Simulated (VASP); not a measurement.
Method: r2SCAN+rVV10, VASP's PBE PAW potentials (set 64) (plane waves; VASP).

Input for VASP

INCAR:
```
SYSTEM = CoSi2
PREC = Accurate
ENCUT = 400
EDIFF = 1E-6
NELM = 100
ALGO = Normal
LREAL = .FALSE.
LASPH = .TRUE.
ISMEAR = 1
SIGMA = 0.1
METAGGA = R2SCAN
LUSE_VDW = .TRUE.
BPARAM = 11.95
CPARAM = 0.0093
LMIXTAU = .TRUE.
LMAXMIX = 4
ISPIN = 2
MAGMOM = 3.0 0.0 0.0
LORBIT = 10
LWAVE = .FALSE.
LCHARG = .FALSE.
IBRION = 2
ISIF = 3
NSW = 60
EDIFFG = -0.02
```

POSCAR:
```
CoSi2
1.0
  0.0000000000   2.6564896966   2.6564896966
  2.6564896966   0.0000000000   2.6564896966
  2.6564896966   2.6564896966   0.0000000000
Co Si
1 2
Cartesian
  0.0000000000   0.0000000000   0.0000000000
  1.3282448483   1.3282448483   1.3282448483
  3.9847345449   3.9847345449   3.9847345449
```

**KPOINTS**
```
Automatic mesh
0
Gamma
9 9 9
0 0 0
```

POTCAR, in this order: Co Si (PBE.64 set). Program: vasp_std.

The resulting files:

### OSZICAR
```
       N       E                     dE             d eps       ncg     rms          rms(c)
DAV:   1     0.445642260980E+02    0.44564E+02   -0.64816E+03  1976   0.102E+03
DAV:   2    -0.313361175238E+02   -0.75900E+02   -0.70115E+02  2068   0.211E+02
DAV:   3    -0.343194632655E+02   -0.29833E+01   -0.29017E+01  2604   0.481E+01
DAV:   4    -0.343750815240E+02   -0.55618E-01   -0.55582E-01  2366   0.633E+00
DAV:   5    -0.343767953708E+02   -0.17138E-02   -0.17137E-02  2628   0.112E+00    0.198E+01
DAV:   6    -0.386314539345E+02   -0.42547E+01   -0.42311E+01  2244   0.147E+02    0.233E+01
DAV:   7    -0.316242223197E+02    0.70072E+01   -0.16364E+01  2512   0.105E+02    0.522E+00
DAV:   8    -0.317197060462E+02   -0.95484E-01   -0.18747E+00  2866   0.177E+01    0.346E+00
DAV:   9    -0.316905844461E+02    0.29122E-01   -0.26078E-01  2338   0.880E+00    0.128E+00
DAV:  10    -0.317047657443E+02   -0.14181E-01   -0.16420E-02  2564   0.191E+00    0.626E-01
DAV:  11    -0.317061854152E+02   -0.14197E-02   -0.45795E-03  2832   0.110E+00    0.313E-01
DAV:  12    -0.317059904676E+02    0.19495E-03   -0.13635E-03  2838   0.652E-01    0.958E-02
DAV:  13    -0.317060024047E+02   -0.11937E-04   -0.13656E-04  2536   0.128E-01    0.328E-02
DAV:  14    -0.317059936386E+02    0.87661E-05   -0.61234E-06  2510   0.238E-02    0.136E-02
DAV:  15    -0.317059947404E+02   -0.11018E-05   -0.26200E-06  2050   0.275E-02    0.609E-03
DAV:  16    -0.317059954366E+02   -0.69622E-06   -0.13448E-06  1308   0.229E-02
   1 F= -.31705995E+02 E0= -.31705774E+02  d E =-.317060E+02  mag=    -0.0002
       N       E                     dE             d eps       ncg     rms          rms(c)
DAV:   1    -0.317231592470E+02   -0.17165E-01   -0.18024E-01  2234   0.814E+00    0.124E+00
DAV:   2    -0.317641298470E+02   -0.40971E-01   -0.36629E-01  2432   0.135E+01    0.192E+00
DAV:   3    -0.317060377837E+02    0.58092E-01   -0.17203E-01  2436   0.951E+00    0.200E-01
DAV:   4    -0.317058184845E+02    0.21930E-03   -0.34753E-03  2092   0.376E-01    0.971E-02
DAV:   5    -0.317057118788E+02    0.10661E-03   -0.25933E-04  2634   0.356E-01    0.231E-02
DAV:   6    -0.317056992946E+02    0.12584E-04   -0.31148E-05  2236   0.603E-02    0.106E-02
DAV:   7    -0.317057134798E+02   -0.14185E-04   -0.90072E-06  2300   0.522E-02    0.467E-03
DAV:   8    -0.317057103200E+02    0.31598E-05   -0.14854E-06  1554   0.236E-02    0.180E-03
DAV:   9    -0.317057129866E+02   -0.26667E-05   -0.38378E-07  1100   0.570E-03    0.142E-03
DAV:  10    -0.317057124400E+02    0.54660E-06   -0.12034E-07  1088   0.700E-03
   2 F= -.31705712E+02 E0= -.31705483E+02  d E =0.282997E-03  mag=    -0.0000
       N       E                     dE             d eps       ncg     rms          rms(c)
DAV:   1    -0.317119712732E+02   -0.62583E-02   -0.57649E-02  2222   0.461E+00    0.695E-01
DAV:   2    -0.317251190673E+02   -0.13148E-01   -0.11725E-01  2452   0.766E+00    0.110E+00
DAV:   3    -0.317065151003E+02    0.18604E-01   -0.54772E-02  2424   0.524E+00    0.122E-01
DAV:   4    -0.317064210338E+02    0.94067E-04   -0.89381E-04  2068   0.213E-01    0.493E-02
DAV:   5    -0.317063958435E+02    0.25190E-04   -0.84089E-05  2584   0.204E-01    0.121E-02
DAV:   6    -0.317063960425E+02   -0.19903E-06   -0.24969E-05  2308   0.986E-02    0.155E-02
DAV:   7    -0.317063995025E+02   -0.34600E-05   -0.13576E-05  2280   0.812E-02    0.160E-03
DAV:   8    -0.317064000757E+02   -0.57315E-06   -0.61337E-07  1112   0.814E-03
   3 F= -.31706400E+02 E0= -.31706175E+02  d E =-.404639E-03  mag=    -0.0000
```

File OUTCAR:
```
------------------------ aborting loop because EDIFF is reached ----------------------------------------
  FORCE on cell =-STRESS in cart. coord.  units (eV):
  Direction    XX          YY          ZZ          XY          YZ          ZX
  --------------------------------------------------------------------------------------
  Total        0.0034184      0.0034184      0.0034184      0.0000000      0.0000000     -0.0000000
  in kB        0.1466854      0.1466854      0.1466854      0.0000000      0.0000000     -0.0000000
  external PRESSURE =       0.1466854 kB  Pullay stress =       0.0000000 kB
  volume of cell :       37.34
      direct lattice vectors                 reciprocal lattice vectors
    -0.000000000  2.652811788  2.652811788    -0.188479259  0.188479259  0.188479259
     2.652811788 -0.000000000  2.652811788     0.188479259 -0.188479259  0.188479259
     2.652811788  2.652811788 -0.000000000     0.188479259  0.188479259 -0.188479259
 POSITION                                       TOTAL-FORCE (eV/Angst)
 -----------------------------------------------------------------------------------
     -0.00000      0.00000      0.00000        -0.000000     -0.000000     -0.000000
      1.32641      1.32641      1.32641        -0.000000     -0.000000     -0.000000
      3.97922      3.97922      3.97922         0.000000      0.000000      0.000000
 -----------------------------------------------------------------------------------
    total drift:                               -0.000000     -0.000000      0.000000
  FREE ENERGIE OF THE ION-ELECTRON SYSTEM (eV)
  ---------------------------------------------------
  free  energy   TOTEN  =       -31.7064000757 eV

  energy  without entropy=      -31.7057254343  energy(sigma->0) =      -31.70617520

 total charge

# of ion       s       p       d       tot
------------------------------------------
    1        0.578   0.794   7.622   8.994
    2        0.708   0.905   0.000   1.613
    3        0.708   0.905   0.000   1.613
--------------------------------------------------
tot          1.994   2.604   7.622  12.219

 magnetization (x)

# of ion       s       p       d       tot
------------------------------------------
    1        0.000   0.000   0.000   0.000
    2       -0.000  -0.000   0.000  -0.000
    3       -0.000  -0.000   0.000  -0.000
--------------------------------------------------
tot          0.000   0.000   0.000   0.000

 reached required accuracy - stopping structural energy minimisation
```
(Selected blocks of OUTCAR.)

File CONTCAR:
```
CoSi2
   1.00000000000000
    -0.0000000000000000    2.6528117877733584    2.6528117877733584
     2.6528117877733584   -0.0000000000000000    2.6528117877733584
     2.6528117877733584    2.6528117877733584   -0.0000000000000000
  Co              Si
     1     2
Direct
     0.0000000000000000    0.0000000000000000    0.0000000000000000
     0.2500000000000000    0.2500000000000000    0.2500000000000000
     0.7500000000000000    0.7500000000000000    0.7500000000000000
```

File OUTCAR:
```
 val. band max:       10.2728101579   @ k =   0.2222   0.1111   0.0000

 cond. band min:      10.3671402561   @ k =   0.3333   0.1111   0.0000


 Fermi energy:        10.3502371417

 spin component 1

 k-point     1 :       0.0000    0.0000    0.0000
  band No.  band energies     occupation
      1      -3.6448      1.00000
      2       5.9903      1.00000
      3       5.9903      1.00000
      4       5.9903      1.00000
      5       8.2690      1.00000
      6       8.2690      1.00000
      7      11.9365     -0.00000
      8      13.9708      0.00000
      9      13.9708      0.00000
     10      13.9709      0.00000
     11      14.1245      0.00000
     12      14.1245      0.00000
     13      14.1245      0.00000
     14      16.6483      0.00000

 k-point     2 :       0.1111    0.0000    0.0000
  band No.  band energies     occupation
      1      -3.4431      1.00000
      2       5.5410      1.00000
      3       6.0618      1.00000
      4       6.0618      1.00000
      5       8.2128      1.00000
      6       8.2128      1.00000
      7      11.5078     -0.00000
      8      12.6080      0.00000
      9      12.9815      0.00000
     10      12.9816      0.00000
     11      15.1042      0.00000
     12      15.1042      0.00000
     13      16.0809      0.00000
     14      16.0809      0.00000

 k-point     3 :       0.2222    0.0000    0.0000
  band No.  band energies     occupation
      1      -2.8446      1.00000
      2       4.3671      1.00000
      3       6.2415      1.00000
      4       6.2415      1.00000
      5       8.1283      1.00000
      6       8.1283      1.00000
      7       9.8399      1.00000
      8      11.9185     -0.00000
      9      11.9185     -0.00000
     10      13.1645      0.00000
     11      14.7732      0.00000
     12      14.7732      0.00000
     13      15.7205      0.00000
     14      17.0805      0.00000

...
```

The structure comes from a measured CoSi2 entry (Fm-3m) of the Crystallography Open Database, whose conditions weren't checked. This run relaxes it. Symmetry was kept, so distortions that lower it aren't found. The start is the result of an earlier pass.
